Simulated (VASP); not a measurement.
An input for Ansatz (written as the equivalent of a VASP run, and not itself run):

Ansatz 0.2 input:
```yaml
crystal:
  lattice:
    - [0.0000000, 3.2032377, 3.2032377]
    - [3.2032377, 0.0000000, 3.2032377]
    - [3.2032377, 3.2032377, 0.0000000]
  atoms:
    - { symbol: Sn, position: [0.0000000, 0.0000000, 0.0000000] }
    - { symbol: Te, position: [0.5000000, 0.5000000, 0.5000000] }
kpoints:
  mp_grid: { grid: [6, 6, 6] }
hamiltonian:
  xc: pbe
  pseudopotentials: { kind: paw }
scf:
  occupations: { method: gaussian, width: 0.05 }
  max_iter: 100
output: { forces: true, stress: true, eigenvalues: true }
```

**Question.** Translate this input to VASP (INCAR, KPOINTS, POSCAR, choice of POTCAR).

**Answer.** One answer among several that fit: 
**INCAR**
```
ALGO = Normal
EDIFF = 1E-6
ENCUT = 520
GGA = PE
ISMEAR = 0
LASPH = .TRUE.
LCHARG = .FALSE.
LMAXMIX = 4
LREAL = .FALSE.
LWAVE = .TRUE.
NELM = 100
PREC = Accurate
SIGMA = 0.05
SYSTEM = SnTe
```

### KPOINTS
```
K-points
0
Gamma
  6 6 6
0 0 0
```

**POSCAR**
```
SnTe
3.2032380
  0.0000000000   0.9999999046   0.9999999046
  0.9999999046   0.0000000000   0.9999999046
  0.9999999046   0.9999999046   0.0000000000
Sn Te
1 1
Cart
  0.0000000000   0.0000000000   0.0000000000
  0.9999999046   0.9999999046   0.9999999046
```

POTCAR, in this order: Sn_d Te (PBE.64 set). Program: vasp_std.

The two are equivalent in intent, not identical: each code has its own PAW files, so the cut-off isn't converted (ENCUT is set for VASP's; basis.ecutwfc is left out, and Ansatz then takes the one that its files recommend); Ansatz stops its SCF on the density residual and VASP on the energy change (EDIFF).

The compound is SnTe in the rock salt structure, which distorts at low temperature. It was relaxed first.
